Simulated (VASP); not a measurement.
# GW-BSE spectrum of AlN

Aim: the optical spectrum of AlN with the electron-hole interaction. The cell is of the zinc-blende type, one of the forms listed for this formula. The start is a computed cell from the Materials Project.

Main program and level: VASP 6.6.1; PBE; plane waves and PAW (Al_GW, N_GW), in the first sound run; inputs show where later runs differ.

## 1. The starting structure

Symmetry: F-43m, No. 216, cubic system. The conventional cell has a = 4.368 Å, b = 4.368 Å, c = 4.368 Å, α = 90.00°, β = 90.00°, γ = 90.00°. Nearest to Al lie 4 N at 1.89 Å. Nearest to N lie 4 Al at 1.89 Å. Farther neighbours and most contacts between anions are not listed.

Coordinates:

```cif
data_structure
_symmetry_space_group_name_H-M 'F-43m'
_symmetry_Int_Tables_number 216
_cell_length_a 4.3680
_cell_length_b 4.3680
_cell_length_c 4.3680
_cell_angle_alpha 90.000
_cell_angle_beta 90.000
_cell_angle_gamma 90.000
_cell_volume 83.34
loop_
_atom_site_label
_atom_site_type_symbol
_atom_site_symmetry_multiplicity
_atom_site_Wyckoff_symbol
_atom_site_fract_x
_atom_site_fract_y
_atom_site_fract_z
_atom_site_occupancy
Al1 Al 4 a 0.00000 0.00000 0.00000 1
N1 N 4 d 0.25000 0.25000 0.75000 1
```

## 2. Ground state

The orbitals come from a self-consistent PBE run with a tight EDIFF and a narrow smearing. KPOINTS_OPT adds the bands along a path, which shows whether the mesh holds the band edges.

File INCAR:

```
SYSTEM = AlN
PREC = Accurate
ENCUT = 450
EDIFF = 1E-08
NELM = 100
ISMEAR = 0
SIGMA = 0.01
LREAL = .FALSE.
ALGO = Normal
GGA = PE
NBANDS = 10
LORBIT = 11
LWAVE = .TRUE.
LCHARG = .FALSE.
KPAR = 8
```

File POSCAR:

```
AlN
1.0
    0.0000000000      2.1839935596      2.1839935596
    2.1839935596      0.0000000000      2.1839935596
    2.1839935596      2.1839935596      0.0000000000
Al N
1 1
Direct
    0.0000000000      0.0000000000      0.0000000000
    0.2500000000      0.2500000000      0.2500000000
```

File KPOINTS:

```
Automatic mesh
0
Gamma
10 10 10
0 0 0
```

File KPOINTS_OPT:

```
Line mode
12
Line-mode
Reciprocal
  0.00000000   0.00000000   0.00000000 GAMMA
  0.50000000   0.00000000   0.50000000 X

  0.50000000   0.00000000   0.50000000 X
  0.50000000   0.25000000   0.75000000 W

  0.50000000   0.25000000   0.75000000 W
  0.37500000   0.37500000   0.75000000 K

  0.37500000   0.37500000   0.75000000 K
  0.00000000   0.00000000   0.00000000 GAMMA

  0.00000000   0.00000000   0.00000000 GAMMA
  0.50000000   0.50000000   0.50000000 L

  0.50000000   0.50000000   0.50000000 L
  0.62500000   0.25000000   0.62500000 U

  0.62500000   0.25000000   0.62500000 U
  0.50000000   0.25000000   0.75000000 W

  0.50000000   0.25000000   0.75000000 W
  0.50000000   0.50000000   0.50000000 L

  0.50000000   0.50000000   0.50000000 L
  0.37500000   0.37500000   0.75000000 K

  0.62500000   0.25000000   0.62500000 U
  0.50000000   0.00000000   0.50000000 X
```

The projector-augmented-wave data sets are Al_GW and N_GW (PBE family, release 64).

Command:

```sh
mpirun -np 8 vasp_std
```

What it wrote:

```text
[banner, memory and clock lines left out]
running    8 mpi-ranks, on    1 nodes
 distrk:  each k-point on    1 cores,    8 groups
 distr:  one band on    1 cores,    1 groups

 POSCAR found type information on POSCAR AlN
 POSCAR found :  2 types and       2 ions
|                                                                             |
|           W    W    AA    RRRRR   N    N  II  N    N   GGGG   !!!           |
|           W    W   A  A   R    R  NN   N  II  NN   N  G    G  !!!           |
|           W    W  A    A  R    R  N N  N  II  N N  N  G       !!!           |
|           W WW W  AAAAAA  RRRRR   N  N N  II  N  N N  G  GGG   !            |
|           WW  WW  A    A  R   R   N   NN  II  N   NN  G    G                |
|           W    W  A    A  R    R  N    N  II  N    N   GGGG   !!!           |
|                                                                             |
|     For optimal performance we recommend to set                             |
|       NCORE = 2 up to number-of-cores-per-socket                            |
|     NCORE specifies how many cores store one orbital (NPAR=cpu/NCORE).      |
|     This setting can greatly improve the performance of VASP for DFT.       |
|     The default, NCORE=1 might be grossly inefficient on modern             |
|     multi-core architectures or massively parallel machines. Do your        |
|     Unfortunately you need to use the default for GW and RPA                |
|     calculations (for HF NCORE is supported but not extensively tested      |
|     yet).                                                                   |
|                                                                             |

 LDA part: xc-table for (Slater+PW92), standard interpolation
 POSCAR, INCAR and KPOINTS ok, starting setup
 FFT: planning ... GRIDC
 FFT: planning ... GRID_SOFT
 FFT: planning ... GRID
 WAVECAR not read
 entering main loop
       N       E                     dE             d eps       ncg     rms          rms(c)
DAV:   1     0.162744870221E+02    0.16274E+02   -0.44071E+03   972   0.652E+02
DAV:   2    -0.162015016266E+02   -0.32476E+02   -0.30732E+02  1162   0.174E+02
DAV:   3    -0.172175277378E+02   -0.10160E+01   -0.10141E+01  1166   0.260E+01
DAV:   4    -0.172234502720E+02   -0.59225E-02   -0.59214E-02  1180   0.243E+00
DAV:   5    -0.172235380860E+02   -0.87814E-04   -0.87813E-04  1192   0.261E-01    0.855E+00
DAV:   6    -0.148877679428E+02    0.23358E+01   -0.12248E+01  1264   0.249E+01    0.219E+00
DAV:   7    -0.148700240876E+02    0.17744E-01   -0.91653E-02  1082   0.271E+00    0.141E+00
DAV:   8    -0.148634402028E+02    0.65839E-02   -0.27016E-02  1002   0.282E+00    0.197E-01
DAV:   9    -0.148631195561E+02    0.32065E-03   -0.18024E-03  1436   0.377E-01    0.667E-02
DAV:  10    -0.148632505797E+02   -0.13102E-03   -0.14874E-04  1040   0.916E-02    0.150E-02
DAV:  11    -0.148632490085E+02    0.15712E-05   -0.48963E-06  1224   0.222E-02    0.321E-03
DAV:  12    -0.148632491963E+02   -0.18779E-06   -0.52882E-07  1046   0.611E-03    0.630E-04
DAV:  13    -0.148632491880E+02    0.82633E-08   -0.74572E-09   868   0.687E-04
   1 F= -.14863249E+02 E0= -.14863249E+02  d E =-.102650E-19
 Start KPOINTS_OPT (optional k-point list driver)
k-point batch [1-47\120]
       N       E                     dE             ncg
DAV:   1     0.130960749302E+04   -0.11690E+05      940
DAV:   2     0.353321472566E+01   -0.13061E+04     1272
DAV:   3    -0.371051293908E+02   -0.40638E+02     1162
DAV:   4    -0.373578509674E+02   -0.25272E+00     1122
DAV:   5    -0.373628647487E+02   -0.50138E-02     1186
DAV:   6    -0.373629820903E+02   -0.11734E-03     1192
DAV:   7    -0.373629847395E+02   -0.26492E-05     1258
DAV:   8    -0.373629847990E+02   -0.59466E-07     1094
DAV:   9    -0.373629848007E+02   -0.17414E-08      844
[...]
k-point batch [95-120\120]
       N       E                     dE             ncg
DAV:   1     0.822073242039E+04   -0.80791E+04      536
DAV:   2     0.752328506038E+04   -0.69745E+03      670
DAV:   3     0.750322012941E+04   -0.20065E+02      616
DAV:   4     0.750307110159E+04   -0.14903E+00      692
DAV:   5     0.750306900589E+04   -0.20957E-02      652
DAV:   6     0.750306896010E+04   -0.45790E-04      728
DAV:   7     0.750306895951E+04   -0.59313E-06      658
DAV:   8     0.750306895951E+04   -0.33542E-08      672
 writing wavefunctions
```

Elapsed: 6.2 s, on 8 MPI ranks of AMD EPYC 7R43, shared host; peak memory 0.96 GiB; 39 s of CPU time.

Lines that name or quote the potential files are left out of all logs, and their timing lines are given in words.

OUTCAR, selected parts (step 2):

```text
ion  position               nearest neighbor table
   1  0.000  0.000  0.000-   2 1.89   2 1.89   2 1.89   2 1.89
   2  0.250  0.250  0.250-   1 1.89   1 1.89   1 1.89   1 1.89

  LATTYP: Found a face centered cubic cell.
 ALAT       =     4.3679871192

 Subroutine GETGRP returns: Found 24 space group operations
 (whereof 24 operations were pure point group operations)

The static configuration has the point symmetry T_d .

 Found     47 irreducible k-points:

   k-points           NKPTS =     47   k-points in BZ     NKDIM =     47   number of bands    NBANDS=     10

   dimension x,y,z NGX =    24 NGY =   24 NGZ =   24
   dimension x,y,z NGXF=    48 NGYF=   48 NGZF=   48

   ENCUT  =  450.0 eV  33.07 Ry    5.75 a.u.   5.34  5.34  5.34*2*pi/ulx,y,z

   NELECT =       8.0000    total number of electrons

 k-points in reciprocal lattice and weights: Automatic mesh
   0.00000000  0.00000000  0.00000000       0.001
   0.10000000  0.00000000  0.00000000       0.008
   0.20000000  0.00000000  0.00000000       0.008
   0.30000000  0.00000000  0.00000000       0.008
   0.40000000  0.00000000  0.00000000       0.008
   0.50000000  0.00000000  0.00000000       0.004
   0.10000000  0.10000000  0.00000000       0.006
   0.20000000  0.10000000  0.00000000       0.024
   0.30000000  0.10000000  0.00000000       0.024
[...]
-0.30000000  0.40000000  0.20000000       0.024
  -0.30000000  0.50000000  0.20000000       0.012

 average (electrostatic) potential at core
       1 -49.9843       2 -60.0283

 E-fermi :   5.0094

 k-point     1 :       0.0000    0.0000    0.0000
  band No.  band energies     occupation
      1     -10.0387      2.00000
      2       4.9502      2.00000
      3       4.9502      2.00000
      4       4.9502      2.00000
      5       9.1378      0.00000
      6      17.5010      0.00000
      7      17.5010      0.00000
      8      17.5010      0.00000
      9      22.6308      0.00000
    ...

 k-point     2 :       0.1000    0.0000    0.0000
  band No.  band energies     occupation
      1      -9.8924      2.00000
      2       4.1378      2.00000
      3       4.8988      2.00000
      4       4.8988      2.00000
      5       9.7993      0.00000
      6      17.1137      0.00000
      7      17.6348      0.00000
      8      17.6348      0.00000
      9      21.3755      0.00000
    ...

 k-point     3 :       0.2000    0.0000    0.0000
  band No.  band energies     occupation
      1      -9.4763      2.00000
      2       2.5311      2.00000
      3       4.7695      2.00000
      4       4.7695      2.00000
      5      10.9244      0.00000
      6      16.3142      0.00000
      7      17.5664      0.00000
      8      17.5664      0.00000
      9      20.8430      0.00000
    ...

  Total        0.3198326      0.3198326      0.3198326      0.0000000      0.0000000     -0.0000000
  in kB       24.5951383     24.5951383     24.5951383      0.0000000      0.0000000     -0.0000000
  external PRESSURE =      24.5951383 kB  Pullay stress =       0.0000000 kB

  energy-cutoff  :      450.00
  volume of cell :       20.83
      direct lattice vectors                 reciprocal lattice vectors
     0.000000000  2.183993560  2.183993560    -0.228938404  0.228938404  0.228938404
     2.183993560  0.000000000  2.183993560     0.228938404 -0.228938404  0.228938404
     2.183993560  2.183993560  0.000000000     0.228938404  0.228938404 -0.228938404

 POSITION                                       TOTAL-FORCE (eV/Angst)
 -----------------------------------------------------------------------------------
      0.00000      0.00000      0.00000         0.000000      0.000000      0.000000
      1.09200      1.09200      1.09200        -0.000000     -0.000000     -0.000000
 -----------------------------------------------------------------------------------
    total drift:                               -0.000000     -0.000000     -0.000000

  FREE ENERGIE OF THE ION-ELECTRON SYSTEM (eV)
  ---------------------------------------------------
  free  energy   TOTEN  =       -14.8632491880 eV

  energy  without entropy=      -14.8632491880  energy(sigma->0) =      -14.86324919

 total charge
# of ion       s       p       d       tot
------------------------------------------
    1        0.438   0.559   0.216   1.213
    2        1.193   2.570   0.000   3.763
--------------------------------------------------
tot          1.631   3.129   0.216   4.976

[... 3 further parts left out ...]
```

This step gave:

| Item | Value |
| --- | --- |
| free energy (TOTEN) | -14.86 eV |
| Fermi energy | 5.009 eV |
| pressure | 2.460 GPa |
| least gap on mesh and path | 3.316 eV |
| least direct gap on mesh and path | 4.188 eV |

The highest empty bands on the path are converged less tightly, to about 0.1 eV. Electronic bands along the path, in eV, zero at the valence-band top; v1 is the highest filled band, c1 the lowest empty one:

| point | v3 | v2 | v1 | c1 | c2 |
| --- | --- | --- | --- | --- | --- |
| Γ | 0.00 | 0.00 | 0.00 | 4.19 | 12.55 |
| 0.45 of the way | -2.58 | -0.85 | -0.85 | 6.11 | 10.50 |
| X | -4.91 | -1.78 | -1.78 | 3.32 | 8.61 |
| 0.45 of the way | -4.62 | -2.31 | -2.23 | 4.38 | 9.49 |
| W | -3.78 | -3.44 | -2.70 | 6.05 | 11.42 |
| 0.45 of the way | -4.08 | -3.50 | -2.07 | 5.70 | 10.58 |
| K | -4.26 | -3.64 | -1.37 | 5.16 | 10.10 |
| 0.45 of the way | -3.83 | -1.76 | -0.28 | 7.63 | 9.84 |
| Γ | 0.00 | 0.00 | 0.00 | 4.19 | 12.55 |
| 0.55 of the way | -3.64 | -0.29 | -0.29 | 6.63 | 10.80 |
| L | -5.86 | -0.48 | -0.48 | 7.37 | 9.86 |
| 0.45 of the way | -5.41 | -1.77 | -0.78 | 7.41 | 8.95 |
| U | -4.26 | -3.64 | -1.37 | 5.16 | 10.10 |
| 0.45 of the way | -4.13 | -3.54 | -1.89 | 5.57 | 10.43 |
| W | -3.78 | -3.44 | -2.70 | 6.05 | 11.42 |
| 0.55 of the way | -5.27 | -2.01 | -1.00 | 7.31 | 9.03 |
| L | -5.86 | -0.48 | -0.48 | 7.37 | 9.86 |
| 0.55 of the way | -5.22 | -2.20 | -0.89 | 6.95 | 9.34 |
| K | -4.26 | -3.64 | -1.37 | 5.16 | 10.10 |
| jump to U | -4.26 | -3.64 | -1.37 | 5.16 | 10.10 |
| 0.55 of the way | -4.76 | -2.37 | -1.69 | 3.85 | 9.06 |
| X | -4.91 | -1.78 | -1.78 | 3.32 | 8.61 |

Of the projections kept (Al, N), the largest for each band there; the rest of the weight can lie on other orbitals:

| point | v3 | v2 | v1 | c1 | c2 |
| --- | --- | --- | --- | --- | --- |
| Γ | N 0.85 | N 0.85 | N 0.85 | N 0.71 | Al 1.00 |
| X | N 0.58 | N 0.75 | N 0.75 | Al 0.82 | Al 1.00 |
| W | N 0.57 | N 0.72 | N 0.68 | N 0.61 | N 0.65 |
| K | N 0.58 | N 0.66 | N 0.77 | Al 0.64 | Al 0.57 |
| Γ | N 0.85 | N 0.85 | N 0.85 | N 0.71 | Al 1.00 |
| L | N 0.55 | N 0.82 | N 0.82 | Al 0.65 | N 0.82 |

The electronic bands as a text plot (rows in eV, shown from -5.9 to 8.6 only):

```
    8.3 |
    7.7 |                  +++            +++         ++ ++
    7.1 |                     +        +++           +  +  +
    6.5 |                 +           +      +      +
    5.9 |   ++       +++       +     +        +  +++        +
    5.3 |  +  +     +   ++      +   +          ++            +
    4.7 |++                      + +                          +
    4.1 |      ++  +              +                            +
    3.5 |        ++                                             +
    2.9 |
    2.3 |
    1.7 |
    1.1 |
    0.5 |
   -0.1 |***                 ***********
   -0.7 | * *             ***  **  *    ******       *******
   -1.3 |  * ***        **    *     *         **    * *   * ***
   -1.9 |   *   ****   *     * *     *      *   *  * *     *   **
   -2.6 |           ***    **                *   ** *          *
   -3.2 |    *       **   *   *               *  ***        * *
   -3.8 |     *      *****   *        *        ****          *
   -4.4 |      **   *  ******          *      ***  *         **
   -5.0 |        ***                         *      *      **  **
   -5.6 |                               *****        ******
         Γ       X    W  K        Γ      L     U  W     L   K|U X
```

The cell has a gap of 3.32 eV on mesh and path and a pressure of +2.5 GPa, which holds the misfit of the given cell and coordinates with this functional, and any error of cutoff, mesh and data sets.

## 3. Empty bands

ALGO = Exact makes the empty bands from the converged ground state in one step. LOPTICS writes the k-derivatives of the orbitals (WAVEDER), which give the long-wavelength limit of the screening.

File INCAR:

```
SYSTEM = AlN
PREC = Accurate
ENCUT = 450
ISMEAR = 0
SIGMA = 0.01
LREAL = .FALSE.
GGA = PE
NBANDS = 48
ALGO = Exact
NELM = 1
LWAVE = .TRUE.
LCHARG = .FALSE.
LOPTICS = .TRUE.
NEDOS = 1000
CSHIFT = 0.1
```

POSCAR is that of step 2.

KPOINTS is that of step 2.

Command:

```sh
mpirun -np 8 vasp_std
```

What it wrote:

```text
[banner, memory and clock lines left out]
running    8 mpi-ranks, on    1 nodes
 distrk:  each k-point on    8 cores,    1 groups
 distr:  one band on    1 cores,    8 groups

 POSCAR found type information on POSCAR AlN
 POSCAR found :  2 types and       2 ions
 [... a notice as in an earlier step ...]

 LDA part: xc-table for (Slater+PW92), standard interpolation
 found WAVECAR, reading the header
  number of bands has changed, file:    10 present:    48
  trying to continue reading WAVECAR, but it might fail
 POSCAR, INCAR and KPOINTS ok, starting setup
 FFT: planning ... GRIDC
 FFT: planning ... GRID_SOFT
 FFT: planning ... GRID
 reading WAVECAR
 random initialization beyond band           10
 the WAVECAR file was read successfully
 initial charge from wavefunction
 entering main loop
       N       E                     dE             d eps       ncg     rms          rms(c)
DIA:   1    -0.148632491918E+02   -0.14863E+02    0.00000E+00     0   0.000E+00
   1 F= -.14863249E+02 E0= -.14863249E+02  d E =-.117072E-76
 writing wavefunctions
 optical routines
 imaginary and real dielectric function
 recalculating local potential from charge density
 direction            1
 direction            2
 direction            3
```

Elapsed: 8 s, on 8 MPI ranks; peak memory 0.83 GiB; 52 s of CPU time.

Parts of OUTCAR (step 3):

```text
The static configuration has the point symmetry T_d .

 Found     47 irreducible k-points:

   k-points           NKPTS =     47   k-points in BZ     NKDIM =     47   number of bands    NBANDS=     48

   NELECT =       8.0000    total number of electrons

 E-fermi :   5.0791

 k-point     1 :       0.0000    0.0000    0.0000
  band No.  band energies     occupation
      1     -10.0386      2.00000
      2       4.9502      2.00000
      3       4.9502      2.00000
      4       4.9502      2.00000
      5       9.1378      0.00000
      6      17.5010      0.00000
      7      17.5010      0.00000
      8      17.5010      0.00000
      9      22.6308      0.00000
    ...

 k-point     2 :       0.1000    0.0000    0.0000
  band No.  band energies     occupation
      1      -9.8924      2.00000
      2       4.1379      2.00000
      3       4.8989      2.00000
      4       4.8989      2.00000
      5       9.7993      0.00000
      6      17.1137      0.00000
      7      17.6348      0.00000
      8      17.6348      0.00000
      9      21.3755      0.00000
    ...

  Total        0.3196972      0.3196972      0.3196972      0.0000000     -0.0000000      0.0000000
  in kB       24.5847256     24.5847256     24.5847256      0.0000000     -0.0000000      0.0000000
  external PRESSURE =      24.5847256 kB  Pullay stress =       0.0000000 kB

 POSITION                                       TOTAL-FORCE (eV/Angst)
 -----------------------------------------------------------------------------------
      0.00000      0.00000      0.00000         0.000000     -0.000000     -0.000000
      1.09200      1.09200      1.09200        -0.000000      0.000000      0.000000
 -----------------------------------------------------------------------------------
    total drift:                               -0.000000     -0.000000     -0.000000

  FREE ENERGIE OF THE ION-ELECTRON SYSTEM (eV)
  ---------------------------------------------------
  free  energy   TOTEN  =       -14.8632491918 eV

  energy  without entropy=      -14.8632491918  energy(sigma->0) =      -14.86324919

 plasma frequency squared (from intraband transitions) (eV^2)
  --------------------------------------------------------------------------------------
       0.000      -0.000      -0.000
      -0.000       0.000       0.000
      -0.000       0.000       0.000

[... 8 parts as in an earlier step ...]

[... 4 further parts left out ...]
```

The gap is read on the k-mesh alone, so it is an upper bound where the band edges lie off the mesh.

Numbers from this step:

* gap on the k-mesh: 3.316 eV
* least direct gap on the k-mesh: 4.188 eV

WAVECAR now holds 48 bands for 8 electrons. Its independent-particle dielectric tensor has xx, yy, zz = 4.7, 4.7, 4.7 on this mesh, which isn't tested for convergence in mesh or bands and lacks local fields.

(Continued in part 2 of 4.)

[Lines on the potential files, build, host, timing and source positions are cut from VASP's logs without a mark.]

[Logs are printed without paths, hosts, clocks, repeated set-up lines and the standing remarks that a program may print on its own settings, such as how far it seeks lower states.]

[Hosts, paths, dates, database ids (printed as entryN), source tags and the programs' standing remarks are cut or masked in the printed files.]

[Pressures printed for these runs are not shown converged in the cutoff: they can be off by several GPa and have the wrong sign.]
